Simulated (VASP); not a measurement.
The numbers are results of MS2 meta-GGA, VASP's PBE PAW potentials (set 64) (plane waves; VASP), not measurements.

Input for VASP

**INCAR**
```
SYSTEM = BaZrO3
PREC = Accurate
ENCUT = 520
EDIFF = 1E-6
NELM = 100
ALGO = Normal
LREAL = .FALSE.
LASPH = .TRUE.
ISMEAR = 0
SIGMA = 0.05
METAGGA = MS2
LMIXTAU = .TRUE.
LMAXMIX = 4
LWAVE = .FALSE.
LCHARG = .FALSE.
IBRION = 2
ISIF = 3
NSW = 60
EDIFFG = -0.02
```

File POSCAR:
```
BaZrO3
1
    4.1900000000     0.0000000000     0.0000000000
    0.0000000000     4.1900000000     0.0000000000
    0.0000000000     0.0000000000     4.1900000000
Ba Zr O
1 1 3
Direct
  0.0000000000   0.0000000000   0.0000000000
  0.5000000000   0.5000000000   0.5000000000
  0.5000000000   0.0000000000   0.5000000000
  0.0000000000   0.5000000000   0.5000000000
  0.5000000000   0.5000000000   0.0000000000
```

**KPOINTS**
```
kpoints
0
gamma
  5 5 5
```

POTCAR, in this order: Ba_sv Zr_sv O (PBE.64 set). Program: vasp_std.

What VASP printed:

File OUTCAR:
```
 ion  position               nearest neighbor table
   1  0.000  0.000  0.000-   3 2.96   4 2.96   5 2.96   3 2.96   4 2.96   4 2.96   5 2.96   4 2.96
                             3 2.96   5 2.96   3 2.96   5 2.96   2 3.63   2 3.63   2 3.63   2 3.63
   2  0.500  0.500  0.500-   3 2.10   4 2.10   5 2.10   5 2.10   3 2.10   4 2.10   1 3.63   1 3.63
                             1 3.63   1 3.63   1 3.63   1 3.63   1 3.63   1 3.63
   3  0.500  0.000  0.500-   2 2.10   2 2.10   1 2.96   1 2.96   1 2.96   1 2.96
   4  0.000  0.500  0.500-   2 2.10   2 2.10   1 2.96   1 2.96   1 2.96   1 2.96
   5  0.500  0.500  0.000-   2 2.10   2 2.10   1 2.96   1 2.96   1 2.96   1 2.96
  LATTYP: Found a simple cubic cell.
 ALAT       =     4.1900000000
 Subroutine PRICEL returns:
 Original cell was already a primitive cell.
 Subroutine GETGRP returns: Found 48 space group operations
The static configuration has the point symmetry O_h .
The dynamic configuration has the point symmetry O_h .
 Subroutine INISYM returns: Found 48 space group operations
 Subroutine IBZKPT returns following result:
 Found     10 irreducible k-points:

 Following reciprocal coordinates:
            Coordinates               Weight
  0.000000  0.000000  0.000000      1.000000
  0.200000  0.000000  0.000000      6.000000
  0.400000  0.000000  0.000000      6.000000
  0.200000  0.200000  0.000000     12.000000
...
```

### OSZICAR
```
       N       E                     dE             d eps       ncg     rms          rms(c)
DAV:   1     0.276653689676E+03    0.27665E+03   -0.21359E+04   480   0.155E+03
DAV:   2    -0.683552908776E+02   -0.34501E+03   -0.33765E+03   632   0.386E+02
DAV:   3    -0.986273252558E+02   -0.30272E+02   -0.30168E+02   904   0.917E+01
DAV:   4    -0.100062890796E+03   -0.14356E+01   -0.14211E+01   600   0.176E+01
DAV:   5    -0.100099745989E+03   -0.36855E-01   -0.35039E-01   560   0.253E+00    0.539E+01
DAV:   6    -0.445486020940E+02    0.55551E+02   -0.22691E+02   656   0.631E+01    0.236E+01
DAV:   7    -0.472039926827E+02   -0.26554E+01   -0.77700E+01   608   0.457E+01    0.163E+01
DAV:   8    -0.496757509672E+02   -0.24718E+01   -0.17113E+01   696   0.298E+01    0.135E+01
DAV:   9    -0.494423119675E+02    0.23344E+00   -0.16342E+01   768   0.154E+01    0.109E+01
DAV:  10    -0.422162853226E+02    0.72260E+01   -0.29029E+01   608   0.295E+01    0.391E+00
DAV:  11    -0.430030868612E+02   -0.78680E+00   -0.10772E+00   656   0.834E+00    0.333E+00
DAV:  12    -0.429102482399E+02    0.92839E-01   -0.16950E-01   608   0.380E+00    0.223E+00
DAV:  13    -0.429501899208E+02   -0.39942E-01   -0.11458E-01   848   0.236E+00    0.425E-01
DAV:  14    -0.429588649929E+02   -0.86751E-02   -0.50196E-02   752   0.113E+00    0.774E-01
DAV:  15    -0.429491749453E+02    0.96900E-02   -0.89905E-03   848   0.573E-01    0.824E-01
DAV:  16    -0.429534190511E+02   -0.42441E-02   -0.50379E-03   536   0.778E-01    0.474E-01
DAV:  17    -0.429537753595E+02   -0.35631E-03   -0.15075E-03   640   0.403E-01    0.231E-01
DAV:  18    -0.429537851202E+02   -0.97607E-05   -0.12583E-04   768   0.545E-02    0.228E-01
DAV:  19    -0.429536661867E+02    0.11893E-03   -0.10796E-04   816   0.792E-02    0.167E-01
DAV:  20    -0.429533882542E+02    0.27793E-03   -0.11571E-03   736   0.211E-01    0.582E-02
DAV:  21    -0.429533947443E+02   -0.64901E-05   -0.58487E-05   632   0.654E-02    0.592E-02
DAV:  22    -0.429533928112E+02    0.19330E-05   -0.16546E-05   824   0.363E-02    0.140E-02
DAV:  23    -0.429533958875E+02   -0.30763E-05   -0.57930E-06   560   0.238E-02    0.495E-03
DAV:  24    -0.429533960555E+02   -0.16803E-06   -0.71731E-07   344   0.736E-03
   1 F= -.42953396E+02 E0= -.42953396E+02  d E =-.429534E+02
       N       E                     dE             d eps       ncg     rms          rms(c)
DAV:   1    -0.430508717421E+02   -0.97476E-01   -0.50564E+00   544   0.196E+01    0.380E+00
DAV:   2    -0.429645253203E+02    0.86346E-01   -0.62063E-01   528   0.583E+00    0.153E+00
DAV:   3    -0.429452505731E+02    0.19275E-01   -0.83228E-02   544   0.255E+00    0.287E-01
DAV:   4    -0.429431495091E+02    0.21011E-02   -0.58431E-02   688   0.186E+00    0.335E-01
DAV:   5    -0.429460422333E+02   -0.28927E-02   -0.39048E-02   480   0.172E+00    0.182E-01
DAV:   6    -0.429472049899E+02   -0.11628E-02   -0.10534E-03   656   0.272E-01    0.175E-01
DAV:   7    -0.429479694101E+02   -0.76442E-03   -0.42519E-05   592   0.601E-02    0.179E-01
DAV:   8    -0.429502289841E+02   -0.22596E-02   -0.73561E-03   512   0.829E-01    0.257E-01
DAV:   9    -0.429514078018E+02   -0.11788E-02   -0.26286E-03   568   0.475E-01    0.250E-01
DAV:  10    -0.429512921559E+02    0.11565E-03   -0.23533E-04   744   0.107E-01    0.187E-01
DAV:  11    -0.429512889110E+02    0.32449E-05   -0.39747E-06   632   0.155E-02    0.176E-01
DAV:  12    -0.429515014911E+02   -0.21258E-03   -0.34112E-04   496   0.174E-01    0.663E-02
DAV:  13    -0.429515169844E+02   -0.15493E-04   -0.66332E-05   760   0.581E-02    0.199E-02
DAV:  14    -0.429515206373E+02   -0.36530E-05   -0.49874E-06   552   0.211E-02    0.197E-02
DAV:  15    -0.429515192963E+02    0.13411E-05   -0.13868E-05   624   0.333E-02    0.104E-02
DAV:  16    -0.429515230949E+02   -0.37987E-05   -0.31381E-06   440   0.189E-02    0.527E-03
DAV:  17    -0.429515216008E+02    0.14941E-05   -0.15110E-06   368   0.106E-02    0.497E-03
DAV:  18    -0.429515221378E+02   -0.53698E-06   -0.27624E-07   312   0.505E-03
   2 F= -.42951522E+02 E0= -.42951522E+02  d E =0.187392E-02
       N       E                     dE             d eps       ncg     rms          rms(c)
DAV:   1    -0.429900330094E+02   -0.38511E-01   -0.14974E+00   528   0.107E+01    0.206E+00
DAV:   2    -0.429626401348E+02    0.27393E-01   -0.17456E-01   512   0.314E+00    0.815E-01
DAV:   3    -0.429554294315E+02    0.72107E-02   -0.26019E-02   528   0.142E+00    0.144E-01
DAV:   4    -0.429567160781E+02   -0.12866E-02   -0.15200E-02   680   0.998E-01    0.176E-01
DAV:   5    -0.429544034259E+02    0.23127E-02   -0.14129E-02   480   0.105E+00    0.111E-01
DAV:   6    -0.429551621620E+02   -0.75874E-03   -0.35045E-04   648   0.162E-01    0.109E-01
DAV:   7    -0.429558180066E+02   -0.65584E-03   -0.32101E-05   520   0.534E-02    0.113E-01
DAV:   8    -0.429577075290E+02   -0.18895E-02   -0.20145E-03   504   0.420E-01    0.216E-01
DAV:   9    -0.429583995790E+02   -0.69205E-03   -0.45472E-03   592   0.493E-01    0.444E-01
DAV:  10    -0.429583418515E+02    0.57728E-04   -0.10197E-03   584   0.250E-01    0.235E-01
DAV:  11    -0.429582416702E+02    0.10018E-03   -0.38277E-04   640   0.132E-01    0.893E-02
DAV:  12    -0.429583632445E+02   -0.12157E-03   -0.10096E-04   488   0.103E-01    0.940E-02
DAV:  13    -0.429583517318E+02    0.11513E-04   -0.36436E-05   616   0.452E-02    0.486E-02
DAV:  14    -0.429583396980E+02    0.12034E-04   -0.76572E-05   600   0.626E-02    0.908E-03
DAV:  15    -0.429583393661E+02    0.33184E-06   -0.45842E-06   600   0.146E-02
   3 F= -.42958339E+02 E0= -.42958339E+02  d E =-.494331E-02
```

**OUTCAR**
```
------------------------ aborting loop because EDIFF is reached ----------------------------------------
  FORCE on cell =-STRESS in cart. coord.  units (eV):
  Direction    XX          YY          ZZ          XY          YZ          ZX
  --------------------------------------------------------------------------------------
  Total        0.0187850      0.0187850      0.0187850     -0.0000000     -0.0000000     -0.0000000
  in kB        0.4044833      0.4044833      0.4044833     -0.0000000     -0.0000000     -0.0000000
  external PRESSURE =       0.4044833 kB  Pullay stress =       0.0000000 kB
  volume of cell :       74.41
      direct lattice vectors                 reciprocal lattice vectors
     4.206041233  0.000000000  0.000000000     0.237753256  0.000000000 -0.000000000
    -0.000000000  4.206041233  0.000000000    -0.000000000  0.237753256  0.000000000
     0.000000000 -0.000000000  4.206041233    -0.000000000 -0.000000000  0.237753256
 POSITION                                       TOTAL-FORCE (eV/Angst)
 -----------------------------------------------------------------------------------
      0.00000      0.00000      0.00000        -0.000000      0.000000      0.000000
      2.10302      2.10302      2.10302         0.000000     -0.000000      0.000000
      2.10302     -0.00000      2.10302        -0.000000     -0.000000      0.000000
      0.00000      2.10302      2.10302         0.000000     -0.000000      0.000000
      2.10302      2.10302      0.00000        -0.000000      0.000000      0.000000
 -----------------------------------------------------------------------------------
    total drift:                                0.000000     -0.000000     -0.000000
  FREE ENERGIE OF THE ION-ELECTRON SYSTEM (eV)
  ---------------------------------------------------
  free  energy   TOTEN  =       -42.9583393661 eV

  energy  without entropy=      -42.9583393661  energy(sigma->0) =      -42.95833937

 reached required accuracy - stopping structural energy minimisation
```
(Selected blocks of OUTCAR.)

### CONTCAR
```
BaZrO3
   1.00000000000000
     4.2060412333328756    0.0000000000000000    0.0000000000000000
    -0.0000000000000000    4.2060412333328756    0.0000000000000000
     0.0000000000000000   -0.0000000000000000    4.2060412333328756
  Ba              Zr              O
     1     1     3
Direct
     0.0000000000000000    0.0000000000000000    0.0000000000000000
     0.5000000000000000    0.5000000000000000    0.5000000000000000
     0.5000000000000000    0.0000000000000000    0.5000000000000000
     0.0000000000000000    0.5000000000000000    0.5000000000000000
     0.5000000000000000    0.5000000000000000    0.0000000000000000
```

The compound is BaZrO3 in the cubic perovskite structure. This run relaxes it. Symmetry was kept, so distortions that lower it aren't found.
